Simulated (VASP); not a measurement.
Consider the following.

```
Pt
1.0
    0.00000     1.96000     1.96000
    1.96000     0.00000     1.96000
    1.96000     1.96000     0.00000
Pt
1
Direct
  0.00000   0.00000   0.00000
```

Calculation: revPBE GGA, VASP's PBE PAW potentials (set 64) (plane waves; VASP). Run with 520 eV cut-off, 14×14×14 Γ-centred mesh, first-order Methfessel-Paxton smearing of 0.10 eV, potentials Pt.

Energy and stress use the plane-wave basis of the starting cell.

Q: The ions, cell shape and volume are relaxed. What does this cell relax into?

A: 
```
Pt
1.0
    0.00000     1.99113     1.99113
    1.99113     0.00000     1.99113
    1.99113     1.99113     0.00000
Pt
1
Direct
  0.00000   0.00000   0.00000
```
Space group Fm-3m (225), at a tolerance of 0.03 Å.

Q: How do energy and volume change from the first to the last step?

A: The energy (σ→0) changes by -27.3 meV/atom and the volume by +4.8 %, in 4 ionic steps.

| step | E(σ→0) (eV) | max force (eV/Å) | pressure (GPa) | volume (Å³) |
|---|---|---|---|---|
| 1 | -5.5567 | 0.000 | 12.72 | 15.06 |
| 2 | -5.4362 | 0.000 | -20.34 | 17.82 |
| 3 | -5.5839 | 0.000 | -0.54 | 15.82 |
| 4 | -5.5840 | 0.000 | -0.06 | 15.79 |

The compound is Pt in the fcc structure. This run relaxes it. Symmetry was kept, so distortions that lower it aren't found.
